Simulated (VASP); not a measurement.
Energy against volume of NiSi₂ (fluorite). Method: RPBE GGA, VASP's PBE PAW potentials (set 64) (plane waves; VASP). Numerical set-up: 520 eV cut-off, 10×10×10 Γ-centred mesh, first-order Methfessel-Paxton smearing of 0.10 eV, potentials Si Ni.

| V (Å³/atom) | E (eV/atom) |
|---|---|
| 12.913 | -5.38435 |
| 13.326 | -5.40085 |
| 13.738 | -5.40454 |
| 14.150 | -5.39791 |

Question: Fit these four points and predict the energy of the run at 14.562 Å³/atom.

Answer: A cubic in V^(−2/3), the third-order Birch-Murnaghan form, passes through the four points with V0 = 13.67 Å³/atom and B0 = 138 GPa, and gives -5.3830 eV/atom there. The run gave -5.3828 eV/atom, +0.1 meV/atom from the fit; all five points give B0 = 138 GPa.

The compound is NiSi2 in the fluorite structure. It was relaxed first. The run is not spin-polarised, so no magnetic state was tried.
